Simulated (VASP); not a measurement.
# Lattice vibrations of KCdCO3F

How does the lattice of KCdCO3F vibrate? The start is a cell from a database of measured crystal structures.

Program: VASP 6.6.1. Level of theory: LDA; plane waves and PAW (Cd, K_pv, F, O, C). Results are calculated unless marked as measured.

Report form: the programs' logs are mostly left out.

## (1) Starting point

The structure is hexagonal, space group P-6m2 (No. 187). The conventional cell has a = 5.132 Å, b = 5.132 Å, c = 4.432 Å, α = 90.00°, β = 90.00°, γ = 120.00°. Nearest to Cd lie 2 F at 2.22 Å and 6 O at 2.58 Å. K has 6 O at 2.80 Å and 3 F at 2.96 Å nearest. Nearest to F lie 2 Cd at 2.22 Å and 3 K at 2.96 Å. O has 1 C at 1.25 Å and 2 Cd at 2.58 Å and 2 K at 2.80 Å nearest. C has 3 O at 1.25 Å nearest. Farther neighbours and most contacts between anions are not listed.

## (2) Relax the host

The later steps need the crystal at this functional's own lattice; a raised cutoff keeps the stress reliable while the cell changes.

Contents of INCAR:

```
SYSTEM = KCdCO3F
PREC = Accurate
ENCUT = 520
EDIFF = 1E-06
NELM = 120
ISMEAR = 0
SIGMA = 0.05
LREAL = .FALSE.
ALGO = Normal
GGA = CA
NBANDS = 31
LORBIT = 11
LWAVE = .FALSE.
LCHARG = .FALSE.
KPAR = 4
LASPH = .TRUE.
IBRION = 2
NSW = 40
ISIF = 3
EDIFFG = -0.02
POTIM = 0.4
```

Contents of POSCAR:

```
KCdCO3F
1.0
    5.1324000000      0.0000000000      0.0000000000
   -2.5662000000      4.4447887824      0.0000000000
    0.0000000000      0.0000000000      4.4324000000
Cd K F O C
1 1 1 3 1
Direct
    0.6666666667      0.3333333333      0.5000000000
    0.0000000000      0.0000000000      0.0000000000
    0.6666666667      0.3333333333      0.0000000000
    0.6150000000      0.8075000000      0.5000000000
    0.1925000000      0.8075000000      0.5000000000
    0.1925000000      0.3850000000      0.5000000000
    0.3333333333      0.6666666667      0.5000000000
```

Contents of KPOINTS:

```
Automatic mesh
0
Gamma
4 4 4
0 0 0
```

Potentials, in the order of the species: Cd, K_pv, F, O and C (LDA family, release 64).

Run with:

```bash
mpirun -np 4 vasp_std
```

Wall time 2.3 min (4 MPI ranks of AMD EPYC 7R43, shared host); peak memory 0.78 GiB.

The gap is read on the k-mesh alone, so it is an upper bound where the band edges lie off the mesh. The run keeps the 12 symmetry operations of its start, so it cannot find a distortion of lower symmetry.

Relaxation path:

```
step  energy less that of the first step (eV)  largest force (eV/Å)  pressure (GPa)  volume (Å³)
   1                                   0.0000                2.8797            0.06       101.11
   2                                   0.4798                4.4230          -12.71       101.16
   3                                  -0.1494                0.0094           -4.97       101.13
   4                                  -0.2523                0.0234           -2.35        96.70
   5                                  -0.2756                0.0450           -0.21        93.78
   6                                  -0.2757                0.0470           -0.02        93.57
   7                                  -0.2792                0.2990            0.61        93.52
   8                                  -0.2792                0.3093            0.63        93.52
   9                                  -0.2814                0.2537            0.45        93.60
  10                                  -0.2850                0.0896           -0.08        93.85
  11                                  -0.2852                0.0364           -0.24        93.93
  12                                  -0.2854                0.0208           -0.21        93.86
  13                                  -0.2856                0.0236           -0.10        93.65
  14                                  -0.2856                0.0290           -0.10        93.63
  15                                  -0.2856                0.0266            0.08        93.53
  16                                  -0.2856                0.0039            0.00        93.57
```

```
conventional cell, symmetrised  before  after  change
                         a (Å)   5.132  4.973  -3.1 %
                         b (Å)   5.132  4.973  -3.1 %
                         c (Å)   4.432  4.369  -1.4 %
              volume (Å³/atom)   14.44  13.37  -7.5 %
```

The atoms that moved most (Å, as changes of fractional coordinates times the final cell):

```
atom      dx      dy     dz  length
  O5  -0.061   0.035  0.000   0.070
  O6   0.000  -0.070  0.000   0.070
  O4   0.061   0.035  0.000   0.070
```

The relaxed structure:

```
Cd K F O C
1.0
     4.97275    0.00000    0.00000
    -2.48638    4.30653    0.00000
     0.00000    0.00000    4.36937
Cd K F O C
1 1 1 3 1
Direct
  0.66667 0.33333 0.50000
  0.00000 0.00000 0.00000
  0.66667 0.33333 0.00000
  0.63129 0.81564 0.50000
  0.18436 0.81564 0.50000
  0.18436 0.36871 0.50000
  0.33333 0.66667 0.50000
```

A gap read on the k-mesh alone can miss the band edges.

This step gave:

```yaml
electronic_cycles: 112
electrons: 48
free_energy_toten: -44.39 eV
fermi_energy: -0.3914 eV
pressure: 0.004130 GPa
labelled_metallic_from_the_levels_on_this_mesh: no
gap_on_the_k_mesh: 1.951 eV
least_direct_gap_on_the_k_mesh: 1.956 eV
```

The run ended after 16 ionic steps, 0.286 eV below its first step, once forces and stress met EDIFFG = -0.02.

## (3) Relax the host again, on a new basis

The volume changed by more than 5 %, so the plane waves of the start no longer fit; a second relaxation removes that error.

Changes to INCAR since step 2:

```diff
@@ -17,3 +17,3 @@
 IBRION = 2
-NSW = 40
+NSW = 30
 ISIF = 3
```

Contents of POSCAR:

```
KCdCO3F
1.0
    4.9727533401      0.0000000000      0.0000000000
   -2.4863766701      4.3065307193      0.0000000000
    0.0000000000      0.0000000000      4.3693651595
Cd K F O C
1 1 1 3 1
Direct
    0.6666666667      0.3333333333      0.5000000000
    0.0000000000      0.0000000000      0.0000000000
    0.6666666667      0.3333333333      0.0000000000
    0.6312895127      0.8156447563      0.5000000000
    0.1843552437      0.8156447563      0.5000000000
    0.1843552437      0.3687104873      0.5000000000
    0.3333333333      0.6666666667      0.5000000000
```

Contents of KPOINTS:

```
Automatic mesh
0
Gamma
5 5 4
0 0 0
```

Run with:

```bash
mpirun -np 4 vasp_std
```

Elapsed: 15 s, on 4 MPI ranks; peak memory 0.75 GiB.

Little changed from the start: no atom moved by 0.005 Å and no cell edge by 0.1 %.

Numbers from this step:

```yaml
electronic_cycles: 14
free_energy_toten: -44.38 eV
fermi_energy: -0.3912 eV
pressure: 0.05508 GPa
```

The start already met the threshold, so nothing moved.

## (4) Tight relaxation

Force constants are second derivatives, so residual forces and stress must first be far smaller than in an ordinary relaxation. Mesh and cutoff differ from the relaxation before, which can move the cell too.

Contents of INCAR:

```
SYSTEM = KCdCO3F
PREC = Accurate
ENCUT = 480
EDIFF = 1E-08
NELM = 120
ISMEAR = 0
SIGMA = 0.05
LREAL = .FALSE.
ALGO = Fast
GGA = CA
NBANDS = 31
LORBIT = 11
LWAVE = .FALSE.
LCHARG = .FALSE.
KPAR = 4
LASPH = .TRUE.
IBRION = 1
NSW = 30
ISIF = 3
EDIFFG = -0.002
POTIM = 0.4
```

POSCAR is that of step 3.

Contents of KPOINTS:

```
Automatic mesh
0
Gamma
6 6 6
0 0 0
```

Run with:

```bash
mpirun -np 4 vasp_std
```

Run time: 81 s. Hardware: 4 MPI ranks; peak memory 0.83 GiB; 4.9 min of CPU time.

The steps of the relaxation:

```
step  energy less that of the first step (eV)  largest force (eV/Å)  pressure (GPa)  volume (Å³)
   1                                   0.0000                0.0121           -0.27        93.57
   2                                  -0.0002                0.0427            0.01        93.33
   3                                  -0.0002                0.0675           -0.19        93.33
   4                                  -0.0003                0.0036           -0.01        93.26
   5                                  -0.0003                0.0008            0.00        93.25
```

```
conventional cell, symmetrised  before  after  change
                         a (Å)   4.973  4.967  -0.1 %
                         b (Å)   4.973  4.967  -0.1 %
                         c (Å)   4.369  4.364  -0.1 %
              volume (Å³/atom)   13.37  13.32  -0.3 %
```

Final coordinates:

```
Cd K F O C
1.0
     4.96719    0.00000    0.00000
    -2.48359    4.30171    0.00000
     0.00000    0.00000    4.36432
Cd K F O C
1 1 1 3 1
Direct
  0.66667 0.33333 0.50000
  0.00000 0.00000 0.00000
  0.66667 0.33333 0.00000
  0.63160 0.81580 0.50000
  0.18420 0.81580 0.50000
  0.18420 0.36840 0.50000
  0.33333 0.66667 0.50000
```

This step gave:

* electronic cycles: 48
* Fermi energy: -0.4773 eV
* pressure: -0.004345 GPa
* gap on the k-mesh: 1.969 eV
* least direct gap on the k-mesh: 1.974 eV

The run ended after 5 ionic steps, 0.000 eV below its first step, once forces and stress met EDIFFG = -0.002.

## (5) Born charges and dielectric tensor

In a polar insulator long-range dipole fields split longitudinal from transverse optical modes; these two tensors supply that term.

Contents of INCAR:

```
SYSTEM = KCdCO3F
PREC = Accurate
ENCUT = 480
EDIFF = 1E-08
NELM = 120
ISMEAR = 0
SIGMA = 0.05
LREAL = .FALSE.
ALGO = Normal
GGA = CA
NBANDS = 31
LWAVE = .FALSE.
LCHARG = .FALSE.
KPAR = 4
LASPH = .TRUE.
LEPSILON = .TRUE.
```

Contents of POSCAR:

```
KCdCO3F
1.0
    4.9671897510      0.0000000000      0.0000000000
   -2.4835948756      4.3017125098      0.0000000000
    0.0000000000      0.0000000000      4.3643202608
Cd K F O C
1 1 1 3 1
Direct
    0.6666666667      0.3333333333      0.5000000000
    0.0000000000      0.0000000000      0.0000000000
    0.6666666667      0.3333333333      0.0000000000
    0.6316034969      0.8158017484      0.5000000000
    0.1841982516      0.8158017484      0.5000000000
    0.1841982516      0.3683965031      0.5000000000
    0.3333333333      0.6666666667      0.5000000000
```

KPOINTS is that of step 4.

Run with:

```bash
mpirun -np 4 vasp_std
```

Wall time 4.1 min (4 MPI ranks); peak memory 2.1 GiB.

Energies printed during the response cycles are not total energies of the cell. The dielectric response converges more slowly with the mesh than energies do, so tensor and charges may still move on a finer one.

Numbers from this step:

```
Fermi energy : -0.4774 eV
pressure     : -0.02180 GPa
```

Electronic dielectric tensor with local fields:

```
3.05 0.00 0.00
0.00 3.05 0.00
0.00 0.00 2.52
```

Born effective charge (e), principal values of the symmetric part by kind of site:

```
atom  atoms with these values    low  middle   high   mean
 Cd1                        1   2.31    2.63   2.63   2.52
  K2                        1   1.15    1.15   1.37   1.22
  F3                        1  -1.80   -0.93  -0.93  -1.22
  O4                        3  -2.26   -1.56  -0.69  -1.50
  C7                        1   0.18    2.89   2.89   1.99
```

In full for F3:

```
-0.93  0.00  0.00
 0.00 -0.93  0.00
 0.00  0.00 -1.80
```

Piezoelectric tensor with clamped ions (C/m²), by row:

```
field       xx      yy  zz       xy  yz  zx
    x        0       0   0  -0.3755   0   0
    y  -0.3755  0.3755   0        0   0   0
    z        0       0   0        0   0   0
```

## (6) Force constants in the supercell

System of this step: KCdCO3F. It takes space group P-6m2 (No. 187, hexagonal). The conventional cell has a = 4.967 Å, b = 4.967 Å, c = 4.364 Å, α = 90.00°, β = 90.00°, γ = 120.00°. Nearest to Cd lie 2 F at 2.18 Å and 6 O at 2.49 Å. Nearest to K lie 6 O at 2.70 Å and 3 F at 2.87 Å. F has 2 Cd at 2.18 Å and 3 K at 2.87 Å nearest. O has 1 C at 1.28 Å and 2 Cd at 2.49 Å and 2 K at 2.70 Å nearest. Nearest to O lie 1 C at 1.28 Å and 2 Cd at 2.49 Å and 2 K at 2.70 Å. C has 3 O at 1.28 Å nearest. Farther neighbours and most contacts between anions are not listed.

Each independent atom is moved by 0.015 Å both ways; the forces give the force constants out to half the supercell.

Contents of INCAR:

```
SYSTEM = KCdCO3F
PREC = Accurate
ENCUT = 480
EDIFF = 1E-07
NELM = 120
ISMEAR = 0
SIGMA = 0.05
LREAL = .FALSE.
ALGO = Fast
GGA = CA
NBANDS = 116
LWAVE = .FALSE.
LCHARG = .FALSE.
KPAR = 4
LASPH = .TRUE.
IBRION = 6
NSW = 1
NFREE = 2
POTIM = 0.015
ISIF = 0
ADDGRID = .TRUE.
```

Contents of POSCAR:

```
KCdCO3F
1.0
   -7.4507846266      4.3017125098      4.3643202608
    7.4507846266     -4.3017125098      4.3643202608
    2.4835948754      4.3017125098     -4.3643202608
Cd K F O C
4 4 4 12 4
Direct
    0.4166666667      0.5833333334      0.5000000000
    0.9166666667      0.0833333334      0.5000000000
    0.9166666667      0.5833333334      0.0000000000
    0.4166666667      0.0833333334      0.0000000000
    0.0000000000      0.0000000000      0.0000000000
    0.5000000000      0.5000000000      0.0000000000
    0.5000000000      0.0000000000      0.5000000000
    0.0000000000      0.5000000000      0.5000000000
    0.1666666667      0.3333333334      0.5000000000
    0.6666666666      0.8333333333      0.5000000000
    0.6666666667      0.3333333334      0.0000000000
    0.1666666667      0.8333333334      0.0000000000
    0.6579008742      0.5658017484      0.7237026227
    0.1579008742      0.0658017485      0.7237026227
    0.1579008742      0.5658017484      0.2237026226
    0.6579008742      0.0658017485      0.2237026226
    0.6579008742      0.3420991258      0.5000000000
    0.1579008742      0.8420991258      0.5000000000
    0.1579008742      0.3420991258      0.0000000000
    0.6579008742      0.8420991258      0.0000000000
    0.4341982516      0.3420991258      0.2762973774
    0.9341982516      0.8420991258      0.2762973774
    0.9341982516      0.3420991258      0.7762973773
    0.4341982516      0.8420991258      0.7762973773
    0.5833333334      0.4166666666      0.5000000000
    0.0833333334      0.9166666666      0.5000000000
    0.0833333334      0.4166666666      0.0000000000
    0.5833333334      0.9166666666      0.0000000000
```

Contents of KPOINTS:

```
Automatic mesh
0
Gamma
4 4 4
0 0 0
```

Run with:

```bash
mpirun -np 4 vasp_std
```

It took 2.7 h on 4 MPI ranks; peak memory 7.6 GiB.

The last energy, forces, stress and levels in OUTCAR belong to the last displaced cell, not to the cell of POSCAR.

Numbers from this step:

```yaml
electrons: 192
lowest_frequency: -242.9 cm⁻¹
highest_frequency: 1557 cm⁻¹
dynamically_stable: no
```

With the long-range dipole term. The phonon branches at the labelled points (cm⁻¹):

```
          point  branch 1  branch 2  branch 3  branch 4  branch 18  branch 19  branch 20  branch 21
              Γ      -243         0         0         0        825       1110       1487       1557
0.47 of the way      -216        31        44        86        825       1107       1489       1554
              M      -179        51        68       108        826       1103       1491       1549
0.53 of the way      -160        54        76       102        826       1102       1499       1541
              K      -146        60        86        96        825       1100       1504       1536
0.53 of the way      -207        33        48        92        826       1107       1492       1550
              Γ      -243         0         0         0        825       1110       1487       1557
0.53 of the way      -238        51        60       106        831       1110       1480       1485
              A      -235        75        86        99        833       1110       1475       1483
0.47 of the way      -208        79        88        93        831       1104       1478       1503
              L      -170        71        83        85        830       1098       1479       1520
0.47 of the way      -152        68        85        89        830       1097       1484       1517
              H      -124        68        88        97        829       1095       1490       1513
0.47 of the way      -189        76        78        93        831       1102       1480       1510
              A      -235        75        86        99        833       1110       1475       1483
      jump to L      -170        71        83        85        830       1098       1479       1520
0.47 of the way      -174        76        83        95        828       1100       1484       1532
              M      -179        51        68       108        826       1103       1491       1549
      jump to K      -146        60        86        96        825       1100       1504       1536
0.53 of the way      -134        82        85        99        828       1097       1496       1523
              H      -124        68        88        97        829       1095       1490       1513
```

The phonon density of states has structure finer than the step of the table below, so its rows give means over 50 cm⁻¹, whole bins alone (the curve runs from -270 to 1584 cm⁻¹). Peaks (cm⁻¹: height): 104.0: 0.112, 118.7: 0.0965, 130.7: 0.0915, 180.1: 0.129, 242.8: 0.101, 687.1: 0.103, 828.5: 0.120.

Table of phonon density of states by frequency; means over each step:

```
frequency (cm⁻¹)  phonon density of states (states/cm⁻¹/cell)
            -200                                       0.0102
            -150                                      0.00780
            -100                                       2.1e-5
             -50                                            0
               0                                       5.3e-4
              50                                       0.0235
             100                                       0.0767
             150                                       0.0714
             200                                       0.0540
             250                                       0.0339
             300                                            0
             350                                            0
             400                                       0.0101
             450                                      0.00984
             500                                       1.7e-5
             550                                            0
             600                                            0
             650                                       1.4e-5
             700                                       0.0400
             750                                            0
             800                                      0.00348
             850                                       0.0165
             900                                            0
             950                                            0
            1000                                            0
            1050                                            0
            1100                                       0.0200
            1150                                            0
            1200                                            0
            1250                                            0
            1300                                            0
            1350                                            0
            1400                                            0
            1450                                       4.4e-4
            1500                                       0.0293
            1550                                       0.0102
```

## (7) Outcome

```yaml
highest_frequency: 1557 cm⁻¹
lowest_frequency: -243 cm⁻¹
```

What this shows: The spectrum reaches 1557 cm⁻¹, and its lowest point lies at -243 cm⁻¹. Imaginary modes (printed as negative) make the structure unstable in the harmonic picture at these settings. Where their wave vectors fit the supercell they are computed directly; elsewhere they may come from the interpolation. Frequencies between the wave vectors that fit the supercell are interpolated. The relaxed cell's volume lies -7.8 % from the database cell's, so the frequencies belong to that other cell.

[Lines on the potential files, build, host, timing and source positions are cut from VASP's logs without a mark.]

[Logs are printed without paths, hosts, clocks, repeated set-up lines and the standing remarks that a program may print on its own settings, such as how far it seeks lower states.]

[Hosts, paths, dates, database ids (printed as entryN), source tags and the programs' standing remarks are cut or masked in the printed files.]

[Runs that stopped without an error message from VASP are left out.]
